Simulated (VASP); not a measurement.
These are r2SCAN meta-GGA, VASP's PBE PAW potentials (set 64) (plane waves; VASP 6.6.1) values and carry that method's errors.

VASP ran on this input.

**POSCAR**
```
MnO2
1.0
  4.3934630258   0.0000000000   0.0000000000
  0.0000000000   4.3934630258   0.0000000000
  0.0000000000   0.0000000000   2.8607177512
Mn O
2 4
Cart
  4.3934630258   0.0000000000   0.0000000000
  2.1967315129   2.1967315129   1.4303588756
  1.3349549257   1.3349549257   0.0000000000
  3.5316864386   0.8617765872   1.4303588756
  0.8617765872   3.5316864386   1.4303588756
  3.0585081001   3.0585081001   0.0000000000
```

**KPOINTS**
```
Automatic mesh
0
Gamma
5 5 7
0 0 0
```

**INCAR**
```
ALGO  =  Normal
EDIFF  =  1E-6
EDIFFG  =  -0.02
ENCUT  =  520
IBRION  =  2
ISIF  =  3
ISMEAR  =  0
ISPIN  =  2
LASPH  =  T
LCHARG  =  F
LMAXMIX  =  4
LMIXTAU  =  T
LORBIT  =  10
LREAL  =  F
LWAVE  =  F
MAGMOM  =  2.7 -2.7 -0.0 0.0 0.0 -0.0
METAGGA  =  R2SCAN
NELM  =  100
NSW  =  60
PREC  =  Accurate
SIGMA  =  0.05
SYSTEM  =  MnO2
```

POTCAR, in this order: Mn_pv O (PBE.64 set). Program: vasp_std.

### Question
What will the output report for the number of irreducible k-points (NKPTS), number of bands (NBANDS), largest plane-wave count, number of space-group operations, FFT grid (NGX, NGY, NGZ)?

### Answer

The number of irreducible k-points (NKPTS) comes out as 24, the number of bands (NBANDS) is 30 and the largest plane-wave count is 1504. The number of space-group operations is 16 and the FFT grid (NGX, NGY, NGZ) is 36 × 36 × 24.

The compound is MnO2 in the rutile structure. This run relaxes it. Symmetry was kept, so distortions that lower it aren't found. The start is the result of an earlier pass.
